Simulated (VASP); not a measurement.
An input for Quantum ESPRESSO's pw.x (written as the equivalent of a VASP run, and not itself run):

```
&CONTROL
  calculation = 'vc-relax'
  pseudo_dir = './pseudo'
  outdir = './out'
  tprnfor = .true.
  tstress = .true.
  nstep = 30
  forc_conv_thr = 0.00039
/
&SYSTEM
  ibrav = 0
  nat = 4
  ntyp = 3
  ecutwfc = 96
  occupations = 'smearing'
  smearing = 'gaussian'
  degauss = 0.003675
  input_dft = 'vdw-df-obk8'
  nspin = 2
  starting_magnetization(1) = 0.41
  starting_magnetization(2) = -0.41
/
&ELECTRONS
  conv_thr = 7.3e-09
  electron_maxstep = 100
/
&IONS
/
&CELL
  cell_dofree = 'shape'
/
ATOMIC_SPECIES
  Mn1 54.938 Mn.upf
  Mn2 54.938 Mn.upf
  S 32.060 S.upf
CELL_PARAMETERS angstrom
     5.0571850    2.5196085    2.5196085
     2.5196085    5.0571850    2.5196085
     2.5196085    2.5196085    5.0571850
ATOMIC_POSITIONS crystal
  Mn1  0.0000000  0.0000000  0.0000000
  Mn2  0.5000000  0.5000000  0.5000000
  S    0.2500000  0.2500000  0.2500000
  S    0.7500000  0.7500000  0.7500000
K_POINTS automatic
  7 7 7 0 0 0
```

**Question.** Write the VASP files for the same calculation (optB88-vdW).

**Answer.** One answer among several that fit: 
File POSCAR:
```
MnS
1
    5.0571849845     2.5196085323     2.5196085323
    2.5196085323     5.0571849845     2.5196085323
    2.5196085323     2.5196085323     5.0571849845
Mn S
2 2
Direct
  0.0000000000   0.0000000000   0.0000000000
  0.5000000000   0.5000000000   0.5000000000
  0.2500000000   0.2500000000   0.2500000000
  0.7500000000   0.7500000000   0.7500000000
```

File KPOINTS:
```
Automatic mesh
0
Gamma
7 7 7
0 0 0
```

**INCAR**
```
AGGAC  =  0.0
ALGO  =  Normal
EDIFF  =  1E-7
EDIFFG  =  -0.01
ENCUT  =  520
GGA  =  BO
IBRION  =  2
ISIF  =  4
ISMEAR  =  0
ISPIN  =  2
LASPH  =  .TRUE.
LCHARG  =  .FALSE.
LMAXMIX  =  4
LORBIT  =  10
LREAL  =  .FALSE.
LUSE_VDW  =  .TRUE.
LWAVE  =  .FALSE.
MAGMOM  =  4.1 -4.1 2*0.0
NELM  =  100
NSW  =  30
PARAM1  =  0.1833333333
PARAM2  =  0.22
PREC  =  Accurate
SIGMA  =  0.05
SYSTEM  =  MnS
```

POTCAR, in this order: Mn_pv S (PBE.64 set). Program: vasp_std.

Limits of the translation: the potentials are each code's own (VASP's PAW set, PseudoDojo norm-conserving files in pw.x), so ENCUT and ecutwfc are chosen apart and not converted; conv_thr bounds pw.x's estimated SCF error, while EDIFF bounds the energy change between steps; starting_magnetization is a fraction of the valence charge and MAGMOM a moment in μB, so they match only roughly; forc_conv_thr acts on force components and is met together with etot_conv_thr.

The compound is MnS in the rock salt, AFM-II order structure. This cell is one point of a volume scan, at 0.97 of the reference volume.
